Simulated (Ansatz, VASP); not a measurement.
# Cross-check of Tc (linear Tc chain) between VASP and Ansatz

Aim: how closely do two programs agree when they are given the same cell, functional and k mesh? The structure shown is the end of the Ansatz relaxation below.

Method: plane waves, with VASP 6.6.1 beside it; single point at PBE, in Ansatz 0.2.0.

## (1) The starting structure

The cell holds 1 atom: 1 Tc. Its edges and angles: a = 7.500 Å, b = 7.500 Å, c = 2.169 Å, α = 90.0°, β = 90.0°, γ = 90.0°. Vacuum lies along a and b. The structure's axis is c.

## (2) Ansatz: relaxation, PBE

Ansatz runs on its default PAW (the set named soft_2) files.

This run makes the geometry at which the two programs are then compared.

input.yaml

```yaml
crystal:
  lattice:
    - [7.5, 0.0, 0.0]
    - [0.0, 7.5, 0.0]
    - [0.0, 0.0, 2.7342]
  atoms:
    - { symbol: Tc, position: [0.5, 0.5, 0.0] }
kpoints:
  mp_grid: { grid: [1, 1, 30] }
scf:
  occupations: { method: fermi_dirac, width: 0.05 }
hamiltonian:
  xc: pbe
relax:
  cell: { fix: [a, b, alpha, beta, gamma] }
  max_steps: 60
```

On the command line:

```
> ansatz run input.yaml --threads 4 --pin off --max-ram 8192MiB --backend cpu --events-out ev --progress --plain --runs-dir out
```

Numbers of over 12 decimals in the logs are rounded to 6 here.

Output:

```text
Engine: ansatz 0.2.0, aarch64-unknown-linux-gnu
Pseudopotentials: kind: paw
Pseudopotential: Tc, paw, valence charge 15, recommended cutoff 500 eV (normal), Tc.paw.azcp
Functional definition: PBE
  parameter kappa = 0.804
  parameter beta = 0.066725
  exchange = pbe_x(kappa = kappa, mu = beta*pi^2/3)
  correlation = pbe_c(beta = beta)
Crystal: 1 atoms, lattice volume = 153.799 Å³
Basis set: ecut = 500 eV, 3865 PW (Γ), exchange–correlation on 120×120×40 points (8 copies of the dense FFT grid, shifted against one another)
Bands: 12, of which v1, the nominal top of the filled ones, is band 8 counted from 1 (7 counted from 0)
Symmetry: 16 space group operations
Space group: P4/mmm (ITA 123), of the structure as read, at distance tolerance 5.4e-5 Å
k-points: 16 of 30
Non-local potential: Tc, projectors of the file, l = 0: 3, l = 1: 3, l = 2: 2, l = 3: 2
PAW form: soft (Blöchl's): semilocal exchange-correlation on the pseudo side does not see the compensation charge
PAW one-centre angular grid: Tc, 590 points (default); XC on 64 Gauss nodes
Initial density: superposition of atomic densities (neutral atoms: chi_scale 0, normalization atom)
Initial wavefunctions: pseudopotential atomic-orbital guess
Functional: x = pbe(κ = 0.804, μ = 0.219515), c = pbe(β = 0.066725)
SCF iter   1: F=—  HF=-5392.787212 eV  |F-HF|=—  |Δ(HF+E_count)|=         —  Δρ=3.55e-2  dr2=3.38e0  ethr=3.10e-3  ⟨swp⟩=5.5  Hψ=1067  notcnv=0
preconditioner: auto → LDOS  [metal: Δε(μ)=0.014 eV  Ē_g=4.100 eV  σ=0.050 eV  W_gap=0.07  n_scr=12 (ndim 8)  ℏωp=7.9 eV  f_vac=0.616  D(μ)=9.12/eV (n_scr^D=86)  β→1.0]
SCF iter   2: F=—  HF=-5392.135908 eV  |F-HF|=—  |Δ(HF+E_count)|=   6.51e-1  Δρ=1.26e-2  dr2=1.47e-1  ethr=3.10e-3  ⟨swp⟩=3.4  Hψ=525  notcnv=0
SCF iter   3: F=—  HF=-5392.154538 eV  |F-HF|=—  |Δ(HF+E_count)|=   1.86e-2  Δρ=4.32e-3  dr2=5.61e-2  ethr=9.78e-4  ⟨swp⟩=2.1  Hψ=361  notcnv=0
SCF iter   4: F=—  HF=-5392.153218 eV  |F-HF|=—  |Δ(HF+E_count)|=   1.32e-3  Δρ=3.41e-3  dr2=1.07e-2  ethr=3.74e-4  ⟨swp⟩=2.8  Hψ=333  notcnv=0
SCF iter   5: F=—  HF=-5392.150665 eV  |F-HF|=—  |Δ(HF+E_count)|=   2.55e-3  Δρ=9.08e-4  dr2=1.37e-3  ethr=7.16e-5  ⟨swp⟩=2.4  Hψ=307  notcnv=0
SCF iter   6: F=—  HF=-5392.150356 eV  |F-HF|=—  |Δ(HF+E_count)|=   3.09e-4  Δρ=3.15e-4  dr2=1.15e-4  ethr=9.16e-6  ⟨swp⟩=1.6  Hψ=222  notcnv=0
SCF iter   7: F=—  HF=-5392.150360 eV  |F-HF|=—  |Δ(HF+E_count)|=   4.12e-6  Δρ=5.46e-5  dr2=2.05e-6  ethr=7.65e-7  ⟨swp⟩=2.1  Hψ=271  notcnv=0
SCF iter   8: F=—  HF=-5392.150358 eV  |F-HF|=—  |Δ(HF+E_count)|=   1.51e-6  Δρ=1.43e-5  dr2=2.47e-7  ethr=1.36e-8  ⟨swp⟩=2.2  Hψ=279  notcnv=0
SCF iter   9: F=-5392.150358 eV  HF=-5392.150358 eV  |F-HF|=1.41e-8  |Δ(HF+E_count)|=   3.25e-8  Δρ=4.38e-6  dr2=2.02e-8  ethr=6.67e-10  ⟨swp⟩=4.6  Hψ=588  notcnv=0
SCF 1 converged in 9 iterations: F = -5392.150358 eV  dr2 = 2.02e-8
  greatest PAW one-centre occupation: 0.989 electrons in one spin orbital (limit 2), on the Tc atom at site 0 (counted from 0), in its partial waves of l = 0
relax step   1: F+E_penalty+E_count = -5392.15035843 eV  Δ(F+E_penalty+E_count) = +0.000e0 eV  max|allowed force component| = 0.000e0 eV/Å  Δτ_max = 0.0000 Å  P = -3.626 GPa  Ω = 153.799 Å³  fix = [a, b, alpha, beta, gamma]  reactions: a -0.207, b -0.207 GPa  (9 SCF iters, dr2 threshold 1.00e-7 eV, accepted)
[...]
relax step   4: F+E_penalty+E_count = -5393.52798824 eV  Δ(F+E_penalty+E_count) = -4.041e-1 eV  max|allowed force component| = 0.000e0 eV/Å  Δτ_max = 0.0000 Å  P = -2.566 GPa  Ω = 131.306 Å³  energy of the carried Pulay correction = +8.603e-5 eV  fix = [a, b, alpha, beta, gamma]  reactions: a -0.227, b -0.227 GPa  (6 SCF iters, dr2 threshold 1.00e-7 eV, accepted)
[...]
relax step   5: F+E_penalty+E_count = -5393.75779308 eV  Δ(F+E_penalty+E_count) = -2.298e-1 eV  max|allowed force component| = 0.000e0 eV/Å  Δτ_max = 0.0000 Å  P = -0.801 GPa  Ω = 123.808 Å³  energy of the carried Pulay correction = +1.190e-4 eV  fix = [a, b, alpha, beta, gamma]  reactions: a -0.237, b -0.237 GPa  (6 SCF iters, dr2 threshold 1.00e-7 eV, accepted)
[...]
relax step   6: F+E_penalty+E_count = -5393.76888120 eV  Δ(F+E_penalty+E_count) = -1.109e-2 eV  max|allowed force component| = 0.000e0 eV/Å  Δτ_max = 0.0000 Å  P = -0.132 GPa  Ω = 121.936 Å³  energy of the carried Pulay correction = +1.276e-4 eV  fix = [a, b, alpha, beta, gamma]  reactions: a -0.239, b -0.239 GPa  (5 SCF iters, dr2 threshold 1.00e-7 eV, accepted)
[...]
relax step   7: F+E_penalty+E_count = -5393.76889913 eV  Δ(F+E_penalty+E_count) = -1.793e-5 eV  max|allowed force component| = 0.000e0 eV/Å  Δτ_max = 0.0000 Å  P = -0.158 GPa  Ω = 122.005 Å³  energy of the carried Pulay correction = +1.273e-4 eV  fix = [a, b, alpha, beta, gamma]  reactions: a -0.239, b -0.239 GPa  (4 SCF iters, dr2 threshold 1.66e-8 eV, accepted)
[...]
relax step   8: F+E_penalty+E_count = -5393.76849835 eV  Δ(F+E_penalty+E_count) = +4.008e-4 eV  max|allowed force component| = 0.000e0 eV/Å  Δτ_max = 0.0000 Å  P = -0.157 GPa  Ω = 122.005 Å³  fix = [a, b, alpha, beta, gamma]  reactions: a -0.238, b -0.238 GPa  stress off target by 4.75e-3 GPa on what of the cell is left free  SCF on the basis re-selected at this cell (its energy is not comparable with the rows above)  (5 SCF iters)
basis re-selected at this cell: Δ(F+E_penalty+E_count) = +4.008e-4 eV, ΔP = +0.001 GPa vs the last step (what re-selecting the basis moved, of the pressure what is left beyond the Pulay correction that the steps carried, after the strain that the cell walked since its last selection, with what the two solves' SCF thresholds leave and, on support functions, any second-order correction that the steps lacked; it is no measure of the basis error at this ecutwfc). The dense FFT grid was sized anew with the basis: this SCF ran on 60×60×16 points, the steps before it on 60×60×20, so part of this shift can come from that change (see relax.cell in the input reference). [rest of the remark cut]
SCF converged after 5 iterations
Free energy (F): -5393.768498 eV
Harris-Foulkes:  -5393.768498 eV  (|F-HF|=1.82e-12)
Internal energy: -5393.755588 eV  (E = F + TS)
E sigma→0 (E₀):  -5393.762043 eV
Entropy (-TS):   -0.012910 eV (-12.910 meV/atom)
Fermi energy:    -1.608355 eV
--- Per-component energies (eV) ---
  E_band       = -403.008780
  E_kinetic    = 627.323660
  E_local      = -4124.626277  (includes V_loc(G=0)·N_el)
  E_nonlocal   = 286.941835
  E_hartree    = 1609.147119
  E_xc         = -236.422765
  E_vxc        = -290.615755  (∫ρ·V_xc dr)
  E_paw        = -3278.554113  (= ΣΔE_a)
  E_vpaw       = -120.326554  (= ΣTr[D̂ρ^β])
  E_aug_tail   = -0.000028  (compensation charges beyond the density's cutoff)
  E_ewald      = -277.565019
  E_smearing   = -0.012910  (= −TS)
  E_closure    = 0.000000  (closes the sum)
  Σ components = -5393.768498   (vs F -5393.768498, Δ=0.00e0)
--- Forces (eV/Å), atoms counted from 1 ---
  atom   1  Tc    -0.00000000     0.00000000     0.00000000
  max |Σ_I F_I| component: 1.26e-29 eV/Å
--- Stress (GPa, compression-positive) ---
       -0.238332       0.000000       0.000000
        0.000000      -0.238332       0.000000
        0.000000       0.000000       0.004751
  P = ⅓ Tr σ = -0.1573 GPa (-1.573 kbar)
--- Relaxed structure (7 steps of the walk, 7 accepted, 1 SCFs on fresh bases) ---
  F+E_penalty+E_count = -5393.76849835 eV   max|allowed force component| = 0.000e0 eV/Å   (the final SCF, on the basis selected at the relaxed cell)
  cell:  # Å, volume = 122.0049 Å³
    - [7.5, 0.0, 0.0]
    - [0.0, 7.5, 0.0]
    - [0.0, 0.0, 2.168977]
  atoms:
    - { symbol: Tc, position: [0.5, 0.5, 0.0] }
```

## (3) VASP: single point, PBE

The same cell, functional, mesh and smearing now go to VASP, with its own data sets.

Lines of VASP's logs that name or quote its potential files are left out, and so is its time.

INCAR

```
SYSTEM = Tc
PREC = Accurate
ENCUT = 500
EDIFF = 1E-06
NELM = 120
ISMEAR = -1
SIGMA = 0.05
LREAL = .FALSE.
ALGO = Normal
GGA = PE
NBANDS = 12
LASPH = .TRUE.
LORBIT = 11
LWAVE = .FALSE.
LCHARG = .FALSE.
ISIF = 2
GGA_COMPAT = .FALSE.
KPAR = 2
```

POSCAR

```
Tc
1.0
    7.5000000000      0.0000000000      0.0000000000
    0.0000000000      7.5000000000      0.0000000000
    0.0000000000      0.0000000000      2.1689767762
Tc
1
Direct
    0.5000000000      0.5000000000      0.0000000000
```

KPOINTS

```
Automatic mesh
0
Gamma
1 1 30
0 0 0
```

The projector-augmented-wave data sets are Tc_pv (PBE family, release 64).

On the command line:

```
> mpirun -np 2 vasp_std
```

Output:

```text
[banner, memory and clock lines left out]
running    2 mpi-ranks, on    1 nodes
 distrk:  each k-point on    1 cores,    2 groups
 distr:  one band on    1 cores,    1 groups

 POSCAR found type information on POSCAR Tc
 POSCAR found :  1 types and       1 ions
 LDA part: xc-table for (Slater+PW92), standard interpolation
 POSCAR, INCAR and KPOINTS ok, starting setup
 FFT: planning ... GRIDC
 FFT: planning ... GRID_SOFT
 FFT: planning ... GRID
 WAVECAR not read
 entering main loop
       N       E                     dE             d eps       ncg     rms          rms(c)
DAV:   1     0.840240937731E+02    0.84024E+02   -0.66362E+03   568   0.760E+02
DAV:   2    -0.378536713399E+01   -0.87809E+02   -0.85379E+02   432   0.188E+02
DAV:   3    -0.621011861268E+01   -0.24248E+01   -0.21309E+01   460   0.360E+01
DAV:   4    -0.624292260248E+01   -0.32804E-01   -0.32636E-01   424   0.387E+00
DAV:   5    -0.624336581368E+01   -0.44321E-03   -0.44316E-03   424   0.385E-01    0.118E+01
DAV:   6    -0.612267551203E+01    0.12069E+00   -0.11452E-01   384   0.340E+00    0.616E+00
DAV:   7    -0.608738275506E+01    0.35293E-01   -0.63255E-02   392   0.245E+00    0.601E-01
DAV:   8    -0.608636885541E+01    0.10139E-02   -0.44199E-03   428   0.483E-01    0.903E-02
DAV:   9    -0.608629520436E+01    0.73651E-04   -0.30901E-04   400   0.149E-01    0.619E-02
DAV:  10    -0.608634896629E+01   -0.53762E-04   -0.18521E-04   384   0.120E-01    0.192E-02
DAV:  11    -0.608644341659E+01   -0.94450E-04   -0.94814E-05   384   0.588E-02    0.862E-03
DAV:  12    -0.608647500322E+01   -0.31587E-04   -0.84841E-06   392   0.150E-02    0.465E-03
DAV:  13    -0.608648851160E+01   -0.13508E-04   -0.86665E-06   384   0.149E-02    0.152E-03
DAV:  14    -0.608648821698E+01    0.29461E-06   -0.46868E-07   304   0.464E-03
   1 F= -.60864882E+01 E0= -.60800779E+01  d E =-.128206E-01
```

Parts of OUTCAR (step 3):

```text
ion  position               nearest neighbor table
   1  0.500  0.500  0.000-

  LATTYP: Found a simple tetragonal cell.
 ALAT       =     7.5000000000
 C/A-ratio  =     0.2891969035

 Subroutine GETGRP returns: Found 16 space group operations
 (whereof 16 operations were pure point group operations)

The static configuration has the point symmetry D_4h.

 Found     16 irreducible k-points:

   k-points           NKPTS =     16   k-points in BZ     NKDIM =     16   number of bands    NBANDS=     12

   dimension x,y,z NGX =    56 NGY =   56 NGZ =   16
   dimension x,y,z NGXF=   112 NGYF=  112 NGZF=   32

   ENCUT  =  500.0 eV  36.75 Ry    6.06 a.u.  13.67 13.67  3.95*2*pi/ulx,y,z

   NELECT =      13.0000    total number of electrons

 k-points in reciprocal lattice and weights: Automatic mesh
   0.00000000  0.00000000  0.00000000       0.033
   0.00000000  0.00000000  0.03333333       0.067
   0.00000000  0.00000000  0.06666667       0.067
   0.00000000  0.00000000  0.10000000       0.067
   0.00000000  0.00000000  0.13333333       0.067
   0.00000000  0.00000000  0.16666667       0.067
   0.00000000  0.00000000  0.20000000       0.067
   0.00000000  0.00000000  0.23333333       0.067
   0.00000000  0.00000000  0.26666667       0.067
[...]
0.00000000  0.00000000  0.46666667       0.067
   0.00000000  0.00000000  0.50000000       0.033

 average (electrostatic) potential at core
       1 -82.3363

 E-fermi :  -2.7531

 k-point     1 :       0.0000    0.0000    0.0000
  band No.  band energies     occupation
    ...
      3     -39.6534      2.00000
      4      -8.1649      2.00000
      5      -4.2070      2.00000
      6      -4.1229      2.00000
      7      -4.1104      2.00000
      8      -0.2177      0.00000
      9      -0.2177      0.00000
     10       1.2021      0.00000
     11       1.2021      0.00000
     12       1.8103      0.00000

 k-point     2 :       0.0000    0.0000    0.0333
  band No.  band energies     occupation
    ...
      3     -39.7086      2.00000
      4      -8.0518      2.00000
      5      -4.1731      2.00000
      6      -4.1035      2.00000
      7      -4.0911      2.00000
      8      -0.3273      0.00000
      9      -0.3273      0.00000
     10       1.2144      0.00000
     11       1.2144      0.00000
     12       1.8453      0.00000

 k-point     3 :       0.0000    0.0000    0.0667
  band No.  band energies     occupation
    ...
      3     -39.8703      2.00000
      4      -7.7175      2.00000
      5      -4.0707      2.00000
      6      -4.0457      2.00000
      7      -4.0337      2.00000
      8      -0.6517      0.00000
      9      -0.6517      0.00000
     10       1.2734      0.00000
     11       1.2734      0.00000
     12       1.9504      0.00000

  Total       -0.2129432     -0.2129432     -0.1206708      0.0000000      0.0000000     -0.0000000
  in kB       -2.7963847     -2.7963847     -1.5846578      0.0000000      0.0000000     -0.0000000
  external PRESSURE =      -2.3924757 kB  Pullay stress =       0.0000000 kB

  energy-cutoff  :      500.00
  volume of cell :      122.00
      direct lattice vectors                 reciprocal lattice vectors
     7.500000000  0.000000000  0.000000000     0.133333333  0.000000000  0.000000000
     0.000000000  7.500000000  0.000000000     0.000000000  0.133333333  0.000000000
     0.000000000  0.000000000  2.168976776     0.000000000  0.000000000  0.461046891

 POSITION                                       TOTAL-FORCE (eV/Angst)
 -----------------------------------------------------------------------------------
      3.75000      3.75000      0.00000         0.000000      0.000000      0.000000
 -----------------------------------------------------------------------------------
    total drift:                                0.000000      0.000000      0.000000

  FREE ENERGIE OF THE ION-ELECTRON SYSTEM (eV)
  ---------------------------------------------------
  free  energy   TOTEN  =        -6.0864882170 eV

  energy  without entropy=       -6.0736676587  energy(sigma->0) =       -6.08007794

 total charge
# of ion       s       p       d       tot
------------------------------------------
    1        0.428   6.168   5.460  12.056

[... 3 further parts left out ...]
```

## (4) Side by side

Known differences besides the potentials themselves: the data sets hold 15 valence electrons in Ansatz (on its default PAW (the set named soft_2) files) and 13 in VASP; Ansatz's pressure holds a Pulay correction, VASP's none. Total energies have different zeros and are not compared.

Both answers:

| quantity | Ansatz | VASP | difference |
| --- | --- | --- | --- |
| pressure (GPa) | -0.16 | -0.24 | +0.08 |

## (5) Results

| Property | Result |
| --- | --- |
| difference in pressure (single point, PBE) | 0.082 GPa |

**Reading.** The difference in pressure is 0.082 GPa (single point, PBE), within the 1 GPa picked in this series as the mark of a large difference. The data sets hold unlike numbers of valence electrons (15 in Ansatz and 13 in VASP), so part of the differences comes from the potentials. How closely two codes agree says nothing of how well the functional describes the real material.

[Lines on the potential files, build, host, timing and source positions are cut from VASP's logs without a mark.]

[Logs are printed without paths, hosts, clocks, repeated set-up lines and the standing remarks that a program may print on its own settings, such as how far it seeks lower states.]

[Hosts, paths, dates, database ids (printed as entryN), source tags and the programs' standing remarks are cut or masked in the printed files.]
